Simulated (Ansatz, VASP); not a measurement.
# AlGa3As4 in two plane-wave programs, part 2 of 2

Aim: how closely do two programs agree when they are given the same cell, functional and k mesh? The cell is invented: As first built, before any earlier steps moved the atoms (in the runner's words): As for N in the AlGa3N4 structure of space group Pm. It may not be a known or stable phase. The two relaxations start from unlike cells of this crystal (the structure described is Ansatz's start), so only their ends are compared.

VASP 6.6.1 and Ansatz 0.2.0.

So far: Set-up; VASP: relaxation of cell and atoms, r2SCAN.

## 3. Ansatz: relaxation of cell and atoms, r2SCAN

Level of this step: Ansatz beside VASP: Kohn-Sham DFT, plane waves, r2SCAN (Ansatz).

Ansatz runs on its default PAW (the set named soft_2) files.

Its own start cell and the same functional, mesh and smearing now go to Ansatz, which takes its cutoff from its data sets.

The input, input.yaml:

```yaml
crystal:
  lattice:
    - [5.8198104071, 0.0, 0.0]
    - [0.0, 3.5820561118, 0.0]
    - [-0.0042046165, 0.0, 6.2021701284]
  atoms:
    - { symbol: Al, position: [0.00050108, 0.5, 0.6673044] }
    - { symbol: Ga, position: [0.49913931, 0.5, 0.33514653] }
    - { symbol: Ga, position: [0.49913488, 0.0, 0.83132616] }
    - { symbol: Ga, position: [0.99990822, 0.0, 0.16624089] }
    - { symbol: As, position: [0.11923844, 0.5, 0.34129715] }
    - { symbol: As, position: [0.11682905, 0.0, 0.82526452] }
    - { symbol: As, position: [0.62024701, 0.0, 0.16615093] }
    - { symbol: As, position: [0.63260202, 0.5, 0.66727042] }
kpoints:
  mp_grid: { grid: [4, 6, 4] }
scf:
  occupations: { method: gaussian, width: 0.03 }
hamiltonian:
  xc: r2scan
output:
  forces: true
  stress: true
relax:
  f_tol: 0.02
  max_steps: 60
  cell: {}
```

The run is started by

```sh
ansatz run input.yaml --threads 2 --pin off --max-ram 4096MiB --backend cpu --events-out ev --progress --plain --runs-dir out
```

Numbers of over 12 decimals in the logs are rounded to 6 here.

What it wrote:

```text
Engine: ansatz 0.2.0, x86_64-unknown-linux-gnu
Pseudopotentials: kind: paw
Pseudopotential: Al, paw, valence charge 3, recommended cutoff 500 eV (meta_gga), Al.paw.azcp
Pseudopotential: Ga, paw, valence charge 13, recommended cutoff 500 eV (meta_gga), Ga.paw.azcp
Pseudopotential: As, paw, valence charge 15, recommended cutoff 500 eV (meta_gga), As.paw.azcp
Functional definition: r2SCAN
  parameter k0 = 0.174
  parameter k1 = 0.065
  parameter a1 = 4.9479
  exchange = r2scan_x(k0 = k0, k1 = k1, a1 = a1)
  correlation = r2scan_c
Crystal: 8 atoms, lattice volume = 129.296 Å³
Basis set: ecut = 500 eV, 3271 PW (Γ), exchange–correlation on 180×108×192 points (64 copies of the dense FFT grid, shifted against one another)
Bands: 62, of which v1, the nominal top of the filled ones, is band 51 counted from 1 (50 counted from 0)
Symmetry: 2 space group operations
Space group: Pm (ITA 6), of the structure as read, at distance tolerance 5.1e-5 Å
k-points: 40 of 96 (time reversal used)
Non-local potential: Al, projectors of the file, l = 0: 2, l = 1: 2, l = 2: 1
Non-local potential: Ga, projectors of the file, l = 0: 2, l = 1: 2, l = 2: 3, l = 3: 1
Non-local potential: As, projectors of the file, l = 0: 2, l = 1: 2, l = 2: 3, l = 3: 1
PAW form: soft (Blöchl's): semilocal exchange-correlation on the pseudo side does not see the compensation charge
PAW frozen core: Al, regenerated for the run's functional (the file was generated under x = pbe(κ = 0.804, μ = 0.219515), c = pbe(β = 0.066725))
PAW frozen core: Ga, regenerated for the run's functional (the file was generated under x = pbe(κ = 0.804, μ = 0.219515), c = pbe(β = 0.066725))
PAW frozen core: As, regenerated for the run's functional (the file was generated under x = pbe(κ = 0.804, μ = 0.219515), c = pbe(β = 0.066725))
PAW one-centre angular grid: Al, 302 points (default); XC on 160 Gauss nodes
PAW one-centre angular grid: Ga, 590 points (default); XC on 160 Gauss nodes
PAW one-centre angular grid: As, 590 points (default); XC on 160 Gauss nodes
Initial density: superposition of atomic densities (neutral atoms: chi_scale 0, normalization atom), corrected by the library's trained network
Initial wavefunctions: pseudopotential atomic-orbital guess
Functional: x = r2scan, c = r2scan; τ floored in thin density (d = 2e-4 eV/Å³)
SCF iter   1: F=—  HF=-31366.614795 eV  |F-HF|=—  |Δ(HF+E_count)|=         —  Δρ=7.47e-3  dr2=4.90e-2  dr2_τ=8.51e-2  ethr=1.77e-3  ⟨swp⟩=6.2  Hψ=10053  notcnv=0  defer=17
preconditioner: auto → Resta (q_TF=auto, 2.623 Å⁻¹)  ε∞=3.5  [insulator: Δε(μ)=0.824 eV  Ē_g=16.167 eV  σ=0.030 eV  W_gap=1.00  n_scr=38 (ndim 8)  ℏωp=25.7 eV  f_vac=0.018  D(μ)=0.00/eV (n_scr^D=0)  ε∞_Penn≈3.5]
SCF iter   2: F=—  HF=-31366.776499 eV  |F-HF|=—  |Δ(HF+E_count)|=   1.62e-1  Δρ=2.80e-3  dr2=9.44e-3  dr2_τ=2.01e-4  ethr=4.80e-5  ⟨swp⟩=3.0  Hψ=5437  notcnv=0  defer=182
SCF iter   3: F=—  HF=-31366.775623 eV  |F-HF|=—  |Δ(HF+E_count)|=   8.76e-4  Δρ=2.08e-3  dr2=4.48e-3  dr2_τ=3.88e-5  ethr=9.25e-6  ⟨swp⟩=2.0  Hψ=3496  notcnv=0  defer=102
automatic band count: iteration 3 solves 60 bands in place of 62: the levels show a gap, and the empty bands left out lie too high to hold charge; the band table lists the bands solved (type scf.n_extra_bands for more)
SCF iter   4: F=—  HF=-31366.775674 eV  |F-HF|=—  |Δ(HF+E_count)|=   5.16e-5  Δρ=6.25e-4  dr2=7.10e-4  dr2_τ=7.52e-6  ethr=4.39e-6  ⟨swp⟩=3.0  Hψ=4539  notcnv=0  defer=102
SCF iter   5: F=—  HF=-31366.775330 eV  |F-HF|=—  |Δ(HF+E_count)|=   3.44e-4  Δρ=1.69e-4  dr2=3.72e-5  dr2_τ=1.03e-6  ethr=6.96e-7  ⟨swp⟩=2.0  Hψ=4338  notcnv=0  defer=102
SCF iter   6: F=—  HF=-31366.775330 eV  |F-HF|=—  |Δ(HF+E_count)|=   1.89e-7  Δρ=5.53e-5  dr2=5.26e-6  dr2_τ=1.01e-7  ethr=3.65e-8  ⟨swp⟩=2.0  Hψ=4338  notcnv=0  defer=102
SCF iter   7: F=—  HF=-31366.775332 eV  |F-HF|=—  |Δ(HF+E_count)|=   1.41e-6  Δρ=1.42e-5  dr2=2.85e-7  dr2_τ=4.10e-9  ethr=5.16e-9  ⟨swp⟩=3.0  Hψ=4338  notcnv=0  defer=102
SCF iter   8: F=-31366.775332 eV  HF=-31366.775332 eV  |F-HF|=6.16e-8  |Δ(HF+E_count)|=   8.71e-8  Δρ=5.81e-6  dr2=3.40e-8  dr2_τ=4.27e-10  ethr=9.80e-11  ⟨swp⟩=4.3  Hψ=8708  notcnv=0
SCF 1 converged in 8 iterations: F = -31366.775332 eV  dr2 = 3.40e-8
  greatest PAW one-centre occupation: 0.999 electrons in one spin orbital (limit 2), on the As atom at site 6 (counted from 0), in its partial waves of l = 2
relax step   1: F+E_penalty+E_count = -31366.77533155 eV  Δ(F+E_penalty+E_count) = +0.000e0 eV  max|allowed force component| = 1.382e0 eV/Å  Δτ_max = 0.0000 Å  P = +53.224 GPa  Ω = 129.296 Å³  (8 SCF iters, dr2 threshold 1.00e-7 eV, accepted)
[...]
relax step   5: F+E_penalty+E_count = -31373.37635430 eV  Δ(F+E_penalty+E_count) = -2.157e-2 eV  max|allowed force component| = 7.428e-2 eV/Å  Δτ_max = 0.0086 Å  P = -0.306 GPa  Ω = 183.002 Å³  energy of the carried Pulay correction = -1.236e-2 eV  (7 SCF iters, dr2 threshold 8.00e-7 eV, accepted)
[...]
relax step   6: F+E_penalty+E_count = -31373.38178617 eV  Δ(F+E_penalty+E_count) = -5.432e-3 eV  max|allowed force component| = 7.345e-3 eV/Å  Δτ_max = 0.0070 Å  P = -0.016 GPa  Ω = 182.287 Å³  energy of the carried Pulay correction = -1.223e-2 eV  (5 SCF iters, dr2 threshold 8.00e-7 eV, accepted)
[...]
relax step   7: F+E_penalty+E_count = -31373.40144698 eV  Δ(F+E_penalty+E_count) = -1.966e-2 eV  max|allowed force component| = 7.581e-3 eV/Å  Δτ_max = 0.0000 Å  P = +0.012 GPa  Ω = 182.287 Å³  stress off target by 1.71e-2 GPa  SCF on the basis re-selected at this cell (its energy is not comparable with the rows above)  (8 SCF iters)
basis re-selected at this cell: Δ(F+E_penalty+E_count) = -1.966e-2 eV, ΔP = +0.029 GPa vs the last step (what re-selecting the basis moved, of the pressure what is left beyond the Pulay correction that the steps carried, after the strain that the cell walked since its last selection, with what the two solves' SCF thresholds leave and, on support functions, any second-order correction that the steps lacked; it is no measure of the basis error at this ecutwfc). The dense FFT grid was sized anew with the basis: this SCF ran on 50×30×54 points, the steps before it on 45×27×48, so part of this shift can come from that change (see relax.cell in the input reference). [rest of the remark cut]
SCF converged after 8 iterations
Free energy (F): -31373.401447 eV
Harris-Foulkes:  -31373.401447 eV  (|F-HF|=7.28e-12)
Internal energy: -31373.401447 eV  (E = F + TS)
E sigma→0 (E₀):  -31373.401447 eV
Fermi energy:    8.052888 eV
--- Per-component energies (eV) ---
  E_band       = -1289.174212
  E_kinetic    = 782.209449
  E_local      = -14440.394122  (includes V_loc(G=0)·N_el)
  E_nonlocal   = -1388.400883
  E_hartree    = 7339.233126
  E_xc         = -520.714368
  E_vxc        = -546.909444  (∫ρ·V_xc dr)
  E_paw        = -13877.957760  (= ΣΔE_a)
  E_vpaw       = -402.180566  (= ΣTr[D̂ρ^β])
  E_aug_tail   = -0.000136  (compensation charges beyond the density's cutoff)
  E_vtau       = 28.035281  (kinetic-family band-sum trace: ∫τ·v_τ [+ j·A + Jᵃ·Aᵃ] dr)
  E_ewald      = -9259.527805
  E_core_change = -7.848949  (= ΣΔE_core)
  E_smearing   = -0.000000  (= −TS)
  E_closure    = 0.000000  (closes the sum)
  Σ components = -31373.401447   (vs F -31373.401447, Δ=0.00e0)
--- Forces (eV/Å), atoms counted from 1 ---
  atom   1  Al    -0.00115172     0.00000000     0.00158373
  atom   2  Ga    -0.00490286     0.00000000     0.00249753
  atom   3  Ga    -0.00757908     0.00000000    -0.00139270
  atom   4  Ga    -0.00054853     0.00000000    -0.00250499
  atom   5  As     0.00386718    -0.00000000    -0.00063558
  atom   6  As     0.00186760    -0.00000000     0.00048565
  atom   7  As     0.00293054    -0.00000000     0.00040761
  atom   8  As     0.00553390     0.00000000    -0.00044053
  max |Σ_I F_I| component: 1.70e-5 eV/Å
--- Stress (GPa, compression-positive) ---
        0.016020       0.000000       0.001744
        0.000000       0.006720       0.000000
        0.001737       0.000000       0.014111
  P = ⅓ Tr σ = 0.0123 GPa (0.123 kbar)
--- Relaxed structure (6 steps of the walk, 6 accepted, 1 SCFs on fresh bases) ---
  F+E_penalty+E_count = -31373.40144698 eV   max|allowed force component| = 7.581e-3 eV/Å   (the final SCF, on the basis selected at the relaxed cell)
  cell:  # Å, volume = 182.2869 Å³
    - [6.586364, -1.2482161579312675e-19, 0.00112429]
    - [0, 4.000440, -9.237143581563935e-17]
    - [-0.00356027, -1.599369242202099e-16, 6.918341]
  atoms:
    - { symbol: Al, position: [-0.00145492, 0.500000, 0.667168] }
    - { symbol: Ga, position: [0.497643, 0.500000, 0.333116] }
    - { symbol: Ga, position: [0.497405, -4.041858159049392e-19, 0.833429] }
    - { symbol: Ga, position: [0.998288, 0, 0.166352] }
    - { symbol: As, position: [0.123767, 0.500000, 0.333375] }
    - { symbol: As, position: [0.123719, -1.4753596977333365e-18, 0.832939] }
    - { symbol: As, position: [0.623938, -1.1424358062460137e-19, 0.166745] }
    - { symbol: As, position: [0.624295, 0.500000, 0.666876] }
```

In the SCF lines HF is the Harris–Foulkes energy and dr2 the Hartree energy of the density residual, in eV; the loop may stop once dr2 is under the threshold and the program's other checks hold. Hψ counts applications of the Hamiltonian.

## 4. Comparison

Known differences besides the potentials themselves: VASP keeps PBE cores, Ansatz makes them for the functional; the data sets hold 102 valence electrons in Ansatz (on its default PAW (the set named soft_2) files) and 62 in VASP; the cutoff is 500 eV in Ansatz and 550 eV in VASP; Ansatz adds a Pulay correction to the stress that steers its cell, VASP none. Total energies have different zeros and are not compared.

Compared:

```
                                         quantity  Ansatz    VASP  difference
                                      volume (Å³)  182.29  182.43     -0.08 %
edge a after relaxation, in the typed setting (Å)   6.586   6.588     -0.03 %
edge b after relaxation, in the typed setting (Å)   4.000   4.001     -0.01 %
edge c after relaxation, in the typed setting (Å)   6.918   6.922     -0.05 %
```

## 5. Summary of results

```yaml
difference_in_volume_relaxation_of_cell_and_atoms_r2scan: -0.081 %
```

**Reading.** The difference in volume is -0.081 % (relaxation of cell and atoms, r2SCAN), within the 1.2 % picked in this series as the mark of a large difference, as far as the stopping tolerances let one tell. The data sets hold unlike numbers of valence electrons (102 in Ansatz and 62 in VASP), so part of the differences comes from the potentials. Such differences can come from data sets, numerical settings and the points named under the comparisons, not from the functional's error against experiment.

[Lines on the potential files, build, host, timing and source positions are cut from VASP's logs without a mark.]

[Logs are printed without paths, hosts, clocks, repeated set-up lines and the standing remarks that a program may print on its own settings, such as how far it seeks lower states.]

[Hosts, paths, dates, database ids (printed as entryN), source tags and the programs' standing remarks are cut or masked in the printed files.]
